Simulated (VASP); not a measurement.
# Iridium: the relaxed cell at several levels of theory, part 2 of 2

Aim: relax Iridium at several levels of theory and compare the cells. The starting structure is a measured crystal structure from the Crystallography Open Database. The first relaxation on each setting starts from this cell expanded by 3 % in volume.

VASP 6.6.1.

Results so far: PBEsol 14.08 Å³ an atom; LDA 13.92 Å³ an atom; PBE 14.51 Å³ an atom; PBEsol + D3(BJ) 13.79 Å³ an atom.

## (6) Relaxation with r2SCAN

Level of this step: r2SCAN; plane waves and PAW (Ir) (VASP).

r2SCAN adds the kinetic-energy density, costs more than a GGA and is run with LASPH. This run starts from the cell of an earlier relaxation, which isn't shown; the restart sets up the plane waves anew.

Input file INCAR:

```
SYSTEM = Ir
PREC = Accurate
ENCUT = 450
EDIFF = 1E-06
NELM = 100
ISMEAR = 1
SIGMA = 0.15
LREAL = .FALSE.
ALGO = Normal
METAGGA = R2SCAN
LASPH = .TRUE.
NBANDS = 10
LORBIT = 11
LWAVE = .FALSE.
LCHARG = .FALSE.
KPAR = 8
IBRION = 2
NSW = 50
ISIF = 3
EDIFFG = -0.006
```

Input file POSCAR:

```
Ir
1.0
    0.0000000000      1.9260001247      1.9260001247
    1.9260001247      0.0000000000      1.9260001247
    1.9260001247      1.9260001247      0.0000000000
Ir
1
Direct
    0.0000000000      0.0000000000      0.0000000000
```

Input file KPOINTS:

```
Automatic mesh
0
Gamma
20 20 20
0 0 0
```

Potentials, in the order of the species: Ir (PBE family, release 64).

The run is started by

```
$ mpirun -np 8 vasp_std
```

The log of the run:

```text
[banner, memory and clock lines left out]
running    8 mpi-ranks, on    1 nodes
[...]
[... a notice as in an earlier step ...]

 [... a notice as in an earlier step ...]

 LDA part: xc-table for (None), standard interpolation
 POSCAR, INCAR and KPOINTS ok, starting setup
[...]
entering main loop
       N       E                     dE             d eps       ncg     rms          rms(c)
DAV:   1    -0.661169270725E+00   -0.66117E+00   -0.41289E+03  5240   0.750E+02
DAV:   2    -0.538668121709E+02   -0.53206E+02   -0.50190E+02  5298   0.192E+02
DAV:   3    -0.547106797211E+02   -0.84387E+00   -0.84182E+00  5950   0.291E+01
DAV:   4    -0.547193330147E+02   -0.86533E-02   -0.86514E-02  5864   0.274E+00
[...]
DAV:  11    -0.523707555866E+02    0.15806E-05   -0.16272E-05  5706   0.344E-02    0.144E-02
DAV:  12    -0.523707532793E+02    0.23074E-05   -0.24639E-06  4014   0.191E-02    0.253E-03
DAV:  13    -0.523707534549E+02   -0.17565E-06   -0.18110E-07  2686   0.569E-03
   1 F= -.52370753E+02 E0= -.52371340E+02  d E =-.523708E+02
[...]
reached required accuracy - stopping structural energy minimisation
```

The job ended after 11 s (8 MPI ranks of Intel Xeon 6975P-C (Granite Rapids), shared host; peak memory 1.2 GiB).

From OUTCAR (step 6):

```text
  Total       -0.0020496     -0.0020496     -0.0020496      0.0000000      0.0000000      0.0000000
  in kB       -0.2298124     -0.2298124     -0.2298124      0.0000000      0.0000000      0.0000000
  external PRESSURE =      -0.2298124 kB  Pullay stress =       0.0000000 kB

 POSITION                                       TOTAL-FORCE (eV/Angst)
 -----------------------------------------------------------------------------------
      0.00000      0.00000      0.00000        -0.000000     -0.000000      0.000000
 -----------------------------------------------------------------------------------
    total drift:                                0.000000     -0.000000     -0.000000

  FREE ENERGIE OF THE ION-ELECTRON SYSTEM (eV)
  ---------------------------------------------------
  free  energy   TOTEN  =       -52.3707534549 eV

  energy  without entropy=      -52.3725119466  energy(sigma->0) =      -52.37133962

[... 2 parts as in an earlier step ...]

[... 2 further parts left out ...]
[key lines of the parts left out:]
E-fermi :   9.9354
```

With r2SCAN the relaxed cell holds 14.289 Å³ an atom, +0.99 % against the measured cell, with a = 3.852 Å. That is +1.51 % from PBEsol. Pressures at 0.985 and 1.015 times this volume, from two more relaxations that aren't shown, give a bulk modulus of 379.7 GPa.

## (7) Relaxation with r2SCAN + rVV10

rVV10 adds a nonlocal correlation energy for dispersion. This run starts from the cell of an earlier relaxation, which isn't shown; the restart sets up the plane waves anew.

INCAR: that of step 6 with these lines changed.

```diff
@@ -10,2 +10,6 @@
 METAGGA = R2SCAN
+LUSE_VDW = .TRUE.
+IVDW_NL = 2
+BPARAM = 11.95
+CPARAM = 0.0093
 LASPH = .TRUE.
```

Input file POSCAR:

```
Ir
1.0
    0.0000000000      1.9230048069      1.9230048069
    1.9230048069      0.0000000000      1.9230048069
    1.9230048069      1.9230048069      0.0000000000
Ir
1
Direct
    0.0000000000      0.0000000000      0.0000000000
```

KPOINTS is that of step 6.

The run is started by

```
$ mpirun -np 8 vasp_std
```

The log of the run:

```text
[banner, memory and clock lines left out]
running    8 mpi-ranks, on    1 nodes
[...]
[... a notice as in an earlier step ...]

|                                                                             |
|               ----> ADVICE to this user running VASP <----                  |
|                                                                             |
|     You have switched on vdW-DFT.                                           |
|     This routine was written and supplied by Jiri Klimes. We recommend      |
|     that you carefully read and cite the following publications:            |
|       J. Klimes, D.R. Bowler, A. Michelides                                 |
|          J. Phys.: Cond Matt. 22 022201 (2010)                              |
|       J. Klimes, D.R. Bowler, A. Michelides                                 |
|          Phys. Rev. B. 83, 195131 (2011)                                    |
|     and references therein.                                                 |
[...]
Total rVV10 correction in eV:      0.1245082    12.2708602
Total rVV10 correction in eV:      0.1245082    12.2708602
Total rVV10 correction in eV:      0.1245082    12.2708602
DAV:  13    -0.522457177775E+02   -0.18414E-06   -0.15944E-07  2692   0.542E-03
Total rVV10 correction in eV:      0.1245103    12.2708602
Total rVV10 correction in eV:      0.1245103    12.2708602
Total rVV10 correction in eV:      0.1245103    12.2708602
Total rVV10 correction in eV:      0.1245103    12.2708602
Total rVV10 correction in eV:      0.1245103    12.2708602
Total rVV10 correction in eV:      0.1245103    12.2708602
Total rVV10 correction in eV:      0.1245103    12.2708602
Total rVV10 correction in eV:      0.1245103    12.2708602
Total rVV10 correction in eV:      0.1245084    12.2708602
Total rVV10 correction in eV:      0.1245084    12.2708602
Total rVV10 correction in eV:      0.1245084    12.2708602
Total rVV10 correction in eV:      0.1245084    12.2708602
Total rVV10 correction in eV:      0.1245084    12.2708602
Total rVV10 correction in eV:      0.1245084    12.2708602
Total rVV10 correction in eV:      0.1245084    12.2708602
Total rVV10 correction in eV:      0.1245084    12.2708602
   1 F= -.52245718E+02 E0= -.52246296E+02  d E =-.522457E+02
[...]
reached required accuracy - stopping structural energy minimisation
```

The job ended after 19 s (8 MPI ranks; peak memory 1.6 GiB).

OUTCAR, selected parts (step 7):

```text
  Total       -0.0044957     -0.0044957     -0.0044957      0.0000000      0.0000000      0.0000000
  in kB       -0.5064459     -0.5064459     -0.5064459      0.0000000      0.0000000      0.0000000
  external PRESSURE =      -0.5064459 kB  Pullay stress =       0.0000000 kB

  FREE ENERGIE OF THE ION-ELECTRON SYSTEM (eV)
  ---------------------------------------------------
  free  energy   TOTEN  =       -52.2457177775 eV

  energy  without entropy=      -52.2474524992  energy(sigma->0) =      -52.24629602

[... 3 parts as in an earlier step ...]

[... 2 further parts left out ...]
[key lines of the parts left out:]
E-fermi :  10.0161
```

With r2SCAN + rVV10 the relaxed cell holds 14.222 Å³ an atom, +0.52 % against the measured cell, with a = 3.846 Å. That is +1.03 % from PBEsol. Pressures at 0.985 and 1.015 times this volume, from two more relaxations that aren't shown, give a bulk modulus of 388.2 GPa.

## (8) Relaxation with vdW-DF-cx

vdW-DF-cx takes its exchange from the same plasmon model as its correlation. This run starts from the cell of an earlier relaxation, which isn't shown; the restart sets up the plane waves anew.

INCAR: that of step 7 with these lines changed.

```diff
@@ -9,7 +9,5 @@
 ALGO = Normal
-METAGGA = R2SCAN
+GGA = CX
+AGGAC = 0
 LUSE_VDW = .TRUE.
-IVDW_NL = 2
-BPARAM = 11.95
-CPARAM = 0.0093
 LASPH = .TRUE.
```

Input file POSCAR:

```
Ir
1.0
    0.0000000000      1.9224231938      1.9224231938
    1.9224231938      0.0000000000      1.9224231938
    1.9224231938      1.9224231938      0.0000000000
Ir
1
Direct
    0.0000000000      0.0000000000      0.0000000000
```

KPOINTS is that of step 7.

The run is started by

```
$ mpirun -np 8 vasp_std
```

The log of the run:

```text
[banner, memory and clock lines left out]
running    8 mpi-ranks, on    1 nodes
[...]
[... a notice as in an earlier step ...]

 [... a notice as in an earlier step ...]

 [... a notice as in an earlier step ...]

 LDA part: xc-table for (Slater+PW92), standard interpolation
 POSCAR, INCAR and KPOINTS ok, starting setup
[...]
entering main loop
       N       E                     dE             d eps       ncg     rms          rms(c)
DAV:   1     0.443227464573E+02    0.44323E+02   -0.40063E+03  5288   0.719E+02
DAV:   2    -0.667799390523E+01   -0.51001E+02   -0.47916E+02  5284   0.184E+02
DAV:   3    -0.744718236248E+01   -0.76919E+00   -0.76741E+00  6042   0.272E+01
DAV:   4    -0.745379674645E+01   -0.66144E-02   -0.66134E-02  5782   0.237E+00
[...]
DAV:  10    -0.686287484602E+01   -0.70279E-06   -0.12823E-05  7214   0.333E-02    0.234E-02
DAV:  11    -0.686287680204E+01   -0.19560E-05   -0.98140E-07  4514   0.988E-03    0.114E-03
DAV:  12    -0.686287680324E+01   -0.12025E-08   -0.26523E-08  2766   0.174E-03
   1 F= -.68628768E+01 E0= -.68634607E+01  d E =-.686288E+01
[...]
reached required accuracy - stopping structural energy minimisation
```

Run time: 10 s. Hardware: 8 MPI ranks; peak memory 1.9 GiB; 64 s of CPU time.

OUTCAR, selected parts (step 8):

```text
  Total        0.0009846      0.0009846      0.0009846      0.0000000     -0.0000000     -0.0000000
  in kB        0.1110131      0.1110131      0.1110131      0.0000000     -0.0000000     -0.0000000
  external PRESSURE =       0.1110131 kB  Pullay stress =       0.0000000 kB

  FREE ENERGIE OF THE ION-ELECTRON SYSTEM (eV)
  ---------------------------------------------------
  free  energy   TOTEN  =        -6.8628768032 eV

  energy  without entropy=       -6.8646285610  energy(sigma->0) =       -6.86346072

[... 3 parts as in an earlier step ...]

[... 2 further parts left out ...]
[key lines of the parts left out:]
E-fermi :  10.1493
```

With vdW-DF-cx the relaxed cell holds 14.209 Å³ an atom, +0.43 % against the measured cell, with a = 3.845 Å. That is +0.94 % from PBEsol. Pressures at 0.985 and 1.015 times this volume, from two more relaxations that aren't shown, give a bulk modulus of 382.3 GPa.

## (9) Relaxation with TPSS

TPSS is an older meta-GGA. This run starts from the cell of an earlier relaxation, which isn't shown; the restart sets up the plane waves anew.

INCAR: that of step 8 with these lines changed.

```diff
@@ -9,5 +9,3 @@
 ALGO = Normal
-GGA = CX
-AGGAC = 0
-LUSE_VDW = .TRUE.
+METAGGA = TPSS
 LASPH = .TRUE.
```

Input file POSCAR:

```
Ir
1.0
    0.0000000000      1.9276357467      1.9276357467
    1.9276357467      0.0000000000      1.9276357467
    1.9276357467      1.9276357467      0.0000000000
Ir
1
Direct
    0.0000000000      0.0000000000      0.0000000000
```

KPOINTS is that of step 8.

The run is started by

```
$ mpirun -np 8 vasp_std
```

The log of the run:

```text
[... set-up lines as in an earlier step ...]
 entering main loop
       N       E                     dE             d eps       ncg     rms          rms(c)
DAV:   1     0.645622831633E+02    0.64562E+02   -0.43298E+03  5176   0.821E+02
DAV:   2    -0.127029149937E+01   -0.65833E+02   -0.63166E+02  5380   0.239E+02
DAV:   3    -0.269020658254E+01   -0.14199E+01   -0.14167E+01  6412   0.459E+01
DAV:   4    -0.270524112472E+01   -0.15035E-01   -0.15032E-01  6836   0.410E+00
[...]
DAV:  10    -0.961861572063E+01   -0.10948E-04   -0.20520E-04  6732   0.155E-01    0.363E-02
DAV:  11    -0.961860810671E+01    0.76139E-05   -0.37989E-05  6120   0.770E-02    0.779E-03
DAV:  12    -0.961860874473E+01   -0.63802E-06   -0.26740E-07  2984   0.669E-03
   1 F= -.96186087E+01 E0= -.96192126E+01  d E =-.961861E+01
[...]
reached required accuracy - stopping structural energy minimisation
```

Wall time 12 s (8 MPI ranks); peak memory 1.1 GiB; 75 s of CPU time.

OUTCAR, selected parts (step 9):

```text
  Total       -0.0023486     -0.0023486     -0.0023486     -0.0000000     -0.0000000      0.0000000
  in kB       -0.2626709     -0.2626709     -0.2626709     -0.0000000     -0.0000000      0.0000000
  external PRESSURE =      -0.2626709 kB  Pullay stress =       0.0000000 kB

 POSITION                                       TOTAL-FORCE (eV/Angst)
 -----------------------------------------------------------------------------------
      0.00000      0.00000      0.00000         0.000000      0.000000      0.000000
 -----------------------------------------------------------------------------------
    total drift:                                0.000000     -0.000000     -0.000000

  FREE ENERGIE OF THE ION-ELECTRON SYSTEM (eV)
  ---------------------------------------------------
  free  energy   TOTEN  =        -9.6186087447 eV

  energy  without entropy=       -9.6204204355  energy(sigma->0) =       -9.61921264

[... 2 parts as in an earlier step ...]

[... 2 further parts left out ...]
[key lines of the parts left out:]
E-fermi :  10.0854
```

With TPSS the relaxed cell holds 14.325 Å³ an atom, +1.25 % against the measured cell, with a = 3.855 Å. That is +1.76 % from PBEsol. Pressures at 0.985 and 1.015 times this volume, from two more relaxations that aren't shown, give a bulk modulus of 370.2 GPa.

## (10) Comparison

```tsv
level	volume (Å³/atom)	against the measured cell (%)	a (Å)	bulk modulus (GPa)	pressure left (GPa)	core minutes
PBEsol	14.077	-0.51	3.8329	391.3	0.01	2.05
LDA	13.918	-1.64	3.8184	406.3	0.05	1.44
PBE	14.51	2.55	3.8717	351.1	0.01	0.853
PBEsol + D3(BJ)	13.786	-2.57	3.8063	417.4	0.03	1.84
r2SCAN	14.289	0.99	3.852	379.7	-0.02	5.52
r2SCAN + rVV10	14.222	0.52	3.846	388.2	-0.05	10.2
vdW-DF-cx	14.209	0.43	3.8448	382.3	0.01	7.92
TPSS	14.325	1.25	3.8553	370.2	-0.03	6.29
```

Core minutes are wall time times ranks, summed over the relaxations behind a row (those for a bulk modulus apart), on shared hosts.

## (11) Summary of results

```
volume, PBEsol          : 14.08 Å³/atom
volume, LDA             : 13.92 Å³/atom
volume, PBE             : 14.51 Å³/atom
volume, PBEsol + D3(BJ) : 13.79 Å³/atom
volume, r2SCAN          : 14.29 Å³/atom
volume, r2SCAN + rVV10  : 14.22 Å³/atom
volume, vdW-DF-cx       : 14.21 Å³/atom
volume, TPSS            : 14.33 Å³/atom
```

Across 8 levels the volume of Iridium spans 5.2 %, from 13.79 Å³ an atom (PBEsol + D3(BJ)) to 14.51 Å³ (PBE). Against the measured volume of the starting structure, vdW-DF-cx comes nearest (+0.4 %) and PBEsol + D3(BJ) lies farthest (-2.6 %). The measured cell holds zero-point expansion and, unless it was taken cold, thermal expansion, which the runs lack, so small differences decide nothing. Adding D3(BJ) to PBEsol changes the volume by -2.1 %. Adding rVV10 to r2SCAN changes the volume by -0.5 %. The bulk modulus goes from 351.1 GPa (PBE) to 417.4 GPa (PBEsol + D3(BJ)). Spin-orbit coupling is left out of all runs, which can matter with elements this heavy. All runs keep the symmetry of the start, so they can't find a distortion of lower symmetry. Further runs on this material are not shown.

[Lines on the potential files, build, host, timing and source positions are cut from VASP's logs without a mark.]

[Logs are printed without paths, hosts, clocks, repeated set-up lines and the standing remarks that a program may print on its own settings, such as how far it seeks lower states.]

[Hosts, paths, dates, database ids (printed as entryN), source tags and the programs' standing remarks are cut or masked in the printed files.]
